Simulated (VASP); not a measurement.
Runs of VASP 6.6.1 on CsLiCr2Te2S3. Symmetry: Pm, No. 6, monoclinic system. Conventional cell: a = 7.057 Å, b = 3.981 Å, c = 9.084 Å, α = 90.00°, β = 107.12°, γ = 90.00°. Cs (site symmetry m) has 3 S at 3.44 to 3.50 Å and 1 Te at 3.93 Å as nearest neighbours. Around Li (site symmetry m) lie 3 S at 2.21 to 2.30 Å. Around Cr (site symmetry m) lie 5 S at 2.47 to 2.63 Å and 1 Te at 2.79 Å and 2 Li at 2.81 Å. Around Cr (site symmetry m) lie 2 S at 2.34 to 2.50 Å. Te (site symmetry m) has 3 Cr at 2.76 to 2.79 Å as nearest neighbours. Te (site symmetry m) is surrounded by 1 S at 2.48 Å and 2 Cr at 2.80 Å. S (site symmetry m) is surrounded by 2 Li at 2.21 Å and 1 Te at 2.48 Å and 1 Cr at 2.51 Å. S (site symmetry m) has 3 Cr at 2.34 to 2.47 Å and 1 Li at 2.63 Å as nearest neighbours. The cell was built by a generator and needn't be a form met in nature.

```csv
task,level,potentials or basis,cell,cutoff (eV),gap on the mesh (eV),pressure (GPa),moment (μB),relaxed volume (Å³/atom),largest force (eV/Å)
relaxation of cell and atoms,LDA,"VASP PAW LDA potentials, release 64 (Cs_sv, Li_sv, Cr_pv, Te, S)",relaxed,600,0.18,0.0,5.98,24.08,0.02
relaxation of cell and atoms,PBE,"VASP PAW PBE potentials, release 64 (Cs_sv, Li_sv, Cr_pv, Te, S)",relaxed,600,0.46,0.0,6.00,27.10,0.02
band structure,PBE,"VASP PAW PBE potentials, release 64 (Cs_sv, Li_sv, Cr_pv, Te, S)",as given,520,0.46,-,6.00,-,-
relaxation of cell and atoms,PBEsol,"VASP PAW PBE potentials, release 64 (Cs_sv, Li_sv, Cr_pv, Te, S)",relaxed,600,(a),0.0,6.00,(b),0.02
```

Alike in all rows: spin collinear, ferromagnetic start; k mesh 4 × 7 × 3; smearing fermi-dirac 0.05 eV.

**Question.** Estimate the missing entries.

**Answer.** (a) 0.44; (b) 25.39.

Caveats: the cutoff is under 1.25 times the usual one of these potentials, so pressure, stress and relaxed cells hold a basis-set (Pulay) error; spin-orbit coupling is left out, which moves the levels of the heavy elements; only a ferromagnetic start was run, and an antiferromagnetic order may lie lower in energy; an odd mesh through Γ misses points on the zone boundary, where band edges often lie (some runs); the PAW data sets were made with another functional, which shifts forces and pressure a little (some runs).

A k mesh can miss the band edges, and the runs leave out spin-orbit coupling on Cs, Te.

Not every run made on this cell is shown here.
